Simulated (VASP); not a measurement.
Here is the system:

```
CELL_PARAMETERS angstrom
      1.84775    -2.75489     0.00000
      1.84775     2.75489     0.00000
      0.00000     0.00000    10.91585
ATOMIC_POSITIONS crystal
  Tl 0.50000 0.50000 0.75524
  Tl 0.50000 0.50000 0.24476
  Tl 0.00000 0.00000 0.50000
  In 0.00000 0.00000 0.00000
```

These are PBEsol GGA, VASP's PBE PAW potentials (set 64) (plane waves; VASP) values and carry that method's errors. Numerical set-up: 400 eV cut-off, 11×11×3 Γ-centred mesh, tetrahedra with Blöchl corrections, potentials Tl_d In_d.

The cores are frozen, which limits the accuracy of field gradients.

Q: Give the principal components of the electric field gradient (V/Å²) and the asymmetry η at each nucleus.

A: 
```json
[
 {"atom": "Tl1", "Vxx": "-21.0", "Vyy": "-5.9", "Vzz": "26.9", "η": "0.56"},
 {"atom": "Tl2", "Vxx": "-21.0", "Vyy": "-5.9", "Vzz": "26.9", "η": "0.56"},
 {"atom": "Tl3", "Vxx": "-19.6", "Vyy": "-12.5", "Vzz": "32.2", "η": "0.22"},
 {"atom": "In4", "Vxx": "4.5", "Vyy": "1.5", "Vzz": "-5.9", "η": "0.51"}
]
```

The structure comes from a computed database's Tl3In entry (Cmmm); how it stands against other phases isn't given here. It was relaxed first.
